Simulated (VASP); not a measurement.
Level of theory: vdW-DF2, VASP's PBE PAW potentials (set 64) (plane waves; VASP).

Input for VASP

### INCAR
```
AGGAC  =  0.0
ALGO  =  Normal
EDIFF  =  1E-7
ENCUT  =  520
GGA  =  ML
ICHARG  =  11
ISMEAR  =  0
LASPH  =  .TRUE.
LCHARG  =  .FALSE.
LMAXMIX  =  4
LORBIT  =  11
LREAL  =  .FALSE.
LUSE_VDW  =  .TRUE.
LWAVE  =  .FALSE.
NELM  =  100
PREC  =  Accurate
SIGMA  =  0.05
SYSTEM  =  PbS
ZAB_VDW  =  -1.8867
```

**KPOINTS**
```
k-points along high-symmetry lines
15
Line-mode
Reciprocal
  0.000000   0.000000   0.000000 ! GAMMA
  0.500000   0.000000   0.500000 ! X

  0.500000   0.000000   0.500000 ! X
  0.625000   0.250000   0.625000 ! U

  0.375000   0.375000   0.750000 ! K
  0.000000   0.000000   0.000000 ! GAMMA

  0.000000   0.000000   0.000000 ! GAMMA
  0.500000   0.500000   0.500000 ! L

  0.500000   0.500000   0.500000 ! L
  0.500000   0.250000   0.750000 ! W

  0.500000   0.250000   0.750000 ! W
  0.500000   0.000000   0.500000 ! X
```

POSCAR:
```
PbS
1
    0.0000000000     3.0856959224     3.0856959224
    3.0856959224     0.0000000000     3.0856959224
    3.0856959224     3.0856959224     0.0000000000
Pb S
1 1
Direct
  0.0000000000   0.0000000000   0.0000000000
  0.5000000000   0.5000000000   0.5000000000
```

POTCAR, in this order: Pb_d S (PBE.64 set). Program: vasp_std. Read from the step before: CHGCAR.

Output

File OSZICAR:
```
       N       E                     dE             d eps       ncg     rms          rms(c)
DAV:   1     0.166661134774E+03    0.16666E+03   -0.98232E+03  2526   0.145E+03
DAV:   2     0.894992162473E+01   -0.15771E+03   -0.15441E+03  2718   0.356E+02
DAV:   3    -0.407467586653E+01   -0.13025E+02   -0.12740E+02  3310   0.107E+02
DAV:   4    -0.445374413272E+01   -0.37907E+00   -0.37878E+00  2828   0.214E+01
DAV:   5    -0.446680512202E+01   -0.13061E-01   -0.13061E-01  3524   0.391E+00
DAV:   6    -0.446741650795E+01   -0.61139E-03   -0.61139E-03  3320   0.711E-01
DAV:   7    -0.446742059885E+01   -0.40909E-05   -0.40909E-05  3550   0.632E-02
DAV:   8    -0.446742068083E+01   -0.81983E-07   -0.82007E-07  3164   0.869E-03
   1 F= -.44674207E+01 E0= -.44674207E+01  d E =-.303652E-17
```

OUTCAR:
```
 val. band max:        4.2293419673   @ k =   0.5000   0.5000   0.5000

 cond. band min:       4.9997778914   @ k =   0.5000   0.5000   0.5000



 k-point     1 :       0.0000    0.0000    0.0000
  band No.  band energies     occupation
      1     -12.3215      2.00000
      2     -12.3215      2.00000
      3     -12.3215      2.00000
      4     -12.3102      2.00000
      5     -12.3102      2.00000
      6      -8.2676      2.00000
      7      -2.0540      2.00000
      8       2.7610      2.00000
      9       2.7610      2.00000
     10       2.7610      2.00000
     11       9.0204      0.00000
     12       9.0204      0.00000
     13       9.0205      0.00000
     14      11.5550      0.00000

 k-point     2 :       0.0357    0.0000    0.0357
  band No.  band energies     occupation
      1     -12.3217      2.00000
      2     -12.3210      2.00000
      3     -12.3210      2.00000
      4     -12.3107      2.00000
      5     -12.3100      2.00000
      6      -8.2558      2.00000
      7      -2.0857      2.00000
      8       2.7466      2.00000
      9       2.7466      2.00000
     10       2.8191      2.00000
     11       8.8020      0.00000
     12       8.9989      0.00000
     13       8.9989      0.00000
     14      11.4538      0.00000

 k-point     3 :       0.0714    0.0000    0.0714
  band No.  band energies     occupation
      1     -12.3222      2.00000
      2     -12.3197      2.00000
      3     -12.3197      2.00000
      4     -12.3122      2.00000
      5     -12.3094      2.00000
      6      -8.2203      2.00000
      7      -2.1740      2.00000
      8       2.7044      2.00000
      9       2.7044      2.00000
     10       2.9812      2.00000
     11       8.2692      0.00000
     12       8.9462      0.00000
     13       8.9462      0.00000
     14      11.2057      0.00000

 k-point     4 :       0.1071    0.0000    0.1071
  band No.  band energies     occupation
      1     -12.3231      2.00000
...
```

The density is held fixed in this step, so its total energy and stress have no physical meaning. Unless said otherwise, spin-orbit coupling is left out, though it shifts the bands of the heavy elements here.

The compound is PbS in the rock salt structure. It was relaxed first, which changed the volume by +12 %.
